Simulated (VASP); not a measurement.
A VASP calculation is set up with these files.

INCAR:
```
SYSTEM = YB
PREC = Accurate
ENCUT = 520
EDIFF = 1E-6
NELM = 60
ALGO = VeryFast
LREAL = .FALSE.
LASPH = .TRUE.
ISMEAR = 1
SIGMA = 0.1
GGA = PE
LMAXMIX = 4
LWAVE = .FALSE.
LCHARG = .FALSE.
ISIF = 2
NELMDL = -1
```

**KPOINTS**
```
Automatic mesh
0
Gamma
9 9 9
0 0 0
```

### POSCAR
```
YB
1
    0.0000000000     2.6816900000     2.6816900000
    2.6816900000     0.0000000000     2.6816900000
    2.6816900000     2.6816900000     0.0000000000
B Y
1 1
Direct
  0.0000000000   0.0000000000   0.0000000000
  0.5000000000   0.5000000000   0.5000000000
```

POTCAR, in this order: B Y_sv (PBE.64 set). Program: vasp_std.

Output of the run:

### standard output
```
...
RMM:  21     0.334816998897E+03   -0.11578E+01   -0.11956E+01  1531   0.285E+01    0.390E+02
RMM:  22     0.334408703366E+03   -0.40830E+00   -0.10513E+01  1503   0.268E+01    0.382E+02
RMM:  23     0.334005862572E+03   -0.40284E+00   -0.90869E+00  1506   0.253E+01    0.376E+02
RMM:  24     0.333241657226E+03   -0.76421E+00   -0.91921E+00  1521   0.239E+01    0.380E+02
RMM:  25     0.333366959009E+03    0.12530E+00   -0.74209E+00  1491   0.228E+01    0.379E+02
RMM:  26     0.333188948091E+03   -0.17801E+00   -0.52921E+00  1523   0.216E+01    0.375E+02
RMM:  27     0.334994644787E+03    0.18057E+01   -0.41267E+00  1490   0.216E+01    0.353E+02
RMM:  28     0.338647980159E+03    0.36533E+01   -0.67007E+00  1490   0.253E+01    0.311E+02
RMM:  29     0.341024673364E+03    0.23767E+01   -0.33651E+00  1496   0.251E+01    0.276E+02
RMM:  30     0.343129635109E+03    0.21050E+01   -0.11878E+00  1500   0.246E+01    0.257E+02
RMM:  31     0.343416161510E+03    0.28653E+00   -0.58951E+00  1507   0.241E+01    0.248E+02
RMM:  32     0.344879539198E+03    0.14634E+01   -0.92498E+00  1504   0.298E+01    0.231E+02
RMM:  33     0.347160540912E+03    0.22810E+01   -0.19095E+00  1506   0.272E+01    0.217E+02
RMM:  34     0.351211488900E+03    0.40509E+01   -0.12747E+00  1491   0.368E+01    0.193E+02
RMM:  35     0.351700552203E+03    0.48906E+00   -0.80539E+00  1504   0.329E+01    0.184E+02
RMM:  36     0.351785414830E+03    0.84863E-01    0.37378E-01  1524   0.274E+01    0.178E+02
RMM:  37     0.351285352826E+03   -0.50006E+00   -0.40804E+00  1492   0.242E+01    0.175E+02
RMM:  38     0.351253114927E+03   -0.32238E-01   -0.51102E-01  1535   0.219E+01    0.172E+02
RMM:  39     0.350966312105E+03   -0.28680E+00   -0.27498E+00  1536   0.201E+01    0.169E+02
RMM:  40     0.350949857301E+03   -0.16455E-01   -0.47301E+00  1490   0.211E+01    0.167E+02
RMM:  41     0.350873237259E+03   -0.76620E-01   -0.10788E+00  1492   0.187E+01    0.165E+02
RMM:  42     0.350336928233E+03   -0.53631E+00   -0.98199E+00  1489   0.223E+01    0.140E+02
RMM:  43     0.350228111789E+03   -0.10882E+00   -0.10453E+00  1490   0.189E+01    0.126E+02
RMM:  44     0.349816479092E+03   -0.41163E+00   -0.32730E+00  1522   0.170E+01    0.107E+02
RMM:  45     0.349499315578E+03   -0.31716E+00   -0.19857E+00  1495   0.164E+01    0.903E+01
RMM:  46     0.349001685517E+03   -0.49763E+00   -0.37827E+00  1490   0.162E+01    0.676E+01
RMM:  47     0.348637179868E+03   -0.36451E+00   -0.25228E+00  1492   0.161E+01    0.424E+01
RMM:  48     0.347903522028E+03   -0.73366E+00   -0.43634E+00  1502   0.162E+01    0.283E+01
RMM:  49     0.348014632064E+03    0.11111E+00   -0.32252E-01  1508   0.144E+01    0.198E+01
RMM:  50     0.347703529117E+03   -0.31110E+00   -0.26988E+00  1513   0.134E+01    0.175E+01
RMM:  51     0.347952254608E+03    0.24873E+00   -0.37112E-01  1490   0.124E+01    0.156E+01
RMM:  52     0.347081437047E+03   -0.87082E+00   -0.35843E+00  1494   0.130E+01    0.173E+01
RMM:  53     0.347157249054E+03    0.75812E-01    0.25431E-02  1520   0.114E+01    0.186E+01
RMM:  54     0.347071474324E+03   -0.85775E-01   -0.21936E+00  1518   0.106E+01    0.198E+01
RMM:  55     0.346962526620E+03   -0.10895E+00   -0.67742E-01  1534   0.100E+01    0.217E+01
RMM:  56     0.346902824448E+03   -0.59702E-01   -0.16473E+00  1514   0.948E+00    0.222E+01
RMM:  57     0.345160201853E+03   -0.17426E+01   -0.39672E+00  1490   0.134E+01    0.331E+01
RMM:  58     0.344853504841E+03   -0.30670E+00   -0.79544E-01  1493   0.109E+01    0.390E+01
RMM:  59     0.344692608106E+03   -0.16090E+00   -0.17865E+00  1517   0.100E+01    0.431E+01
RMM:  60     0.344640433433E+03   -0.52175E-01   -0.77080E-01  1529   0.938E+00

 -----------------------------------------------------------------------------
|                                                                             |
|           W    W    AA    RRRRR   N    N  II  N    N   GGGG   !!!           |
|           W    W   A  A   R    R  NN   N  II  NN   N  G    G  !!!           |
|           W    W  A    A  R    R  N N  N  II  N N  N  G       !!!           |
|           W WW W  AAAAAA  RRRRR   N  N N  II  N  N N  G  GGG   !            |
|           WW  WW  A    A  R   R   N   NN  II  N   NN  G    G                |
|           W    W  A    A  R    R  N    N  II  N    N   GGGG   !!!           |
|                                                                             |
|     The electronic self-consistency was not achieved in the given           |
|     number of steps (NELM). The forces and other quantities evaluated       |
|     might not be reliable so examine the results carefully. If you find     |
|     spurious results, we suggest increasing NELM, if you were close to      |
|     convergence or switching to a different ALGO or adjusting the           |
|     density mixing parameters otherwise.                                    |
|                                                                             |
 -----------------------------------------------------------------------------

   1 F= 0.34464043E+03 E0= 0.34464017E+03  d E =0.783709E-03
```

OUTCAR:
```
------------------------ aborting loop EDIFF was not reached (unconverged)  ----------------------------
  FORCE on cell =-STRESS in cart. coord.  units (eV):
  Direction    XX          YY          ZZ          XY          YZ          ZX
  --------------------------------------------------------------------------------------
  Total       -7.3265561     -7.3265561     -7.3265561      0.0000000      0.0000000      0.0000000
  in kB     -304.3369965   -304.3369965   -304.3369965      0.0000000      0.0000000      0.0000000
  external PRESSURE =    -304.3369965 kB  Pullay stress =       0.0000000 kB
  volume of cell :       38.57
      direct lattice vectors                 reciprocal lattice vectors
     0.000000000  2.681690000  2.681690000    -0.186449590  0.186449590  0.186449590
     2.681690000  0.000000000  2.681690000     0.186449590 -0.186449590  0.186449590
     2.681690000  2.681690000  0.000000000     0.186449590  0.186449590 -0.186449590
 POSITION                                       TOTAL-FORCE (eV/Angst)
 -----------------------------------------------------------------------------------
      0.00000      0.00000      0.00000         0.000000      0.000000      0.000000
      2.68169      2.68169      2.68169        -0.000000     -0.000000     -0.000000
 -----------------------------------------------------------------------------------
    total drift:                                0.000000      0.000000      0.000000
  FREE ENERGIE OF THE ION-ELECTRON SYSTEM (eV)
  ---------------------------------------------------
  free  energy   TOTEN  =       344.6404334331 eV

  energy  without entropy=      344.6396497238  energy(sigma->0) =      344.64017220
```
(Selected blocks of OUTCAR.)

Q: Read input and log: which fault does this run have?
A) ALGO = VeryFast starts from random orbitals with almost no delay (NELMDL = -1)
B) ICHARG = 11 asks for a fixed density, but there is no CHGCAR
C) a metal was run with a tiny SIGMA on a coarse mesh
D) LEPSILON was set with a meta-GGA

A: A, ALGO = VeryFast starts from random orbitals with almost no delay (NELMDL = -1). Convergence was not reached. Against the sound run, the energy per atom (σ→0) goes up by 178.585 eV/atom; the pressure drops by 29.59 GPa.

To mend it, set ALGO = Normal, remove NELMDL.

The mended run (PBE GGA, plane waves, VASP's PBE PAW potentials (set 64)) converges, and its OSZICAR ends with
```
   1 F= -.12529951E+02 E0= -.12530265E+02  d E =0.943045E-03
```

The structure was generated: YB was put into the rocksalt type (Fm-3m), which need not be its known phase. The cell was not relaxed at this level.
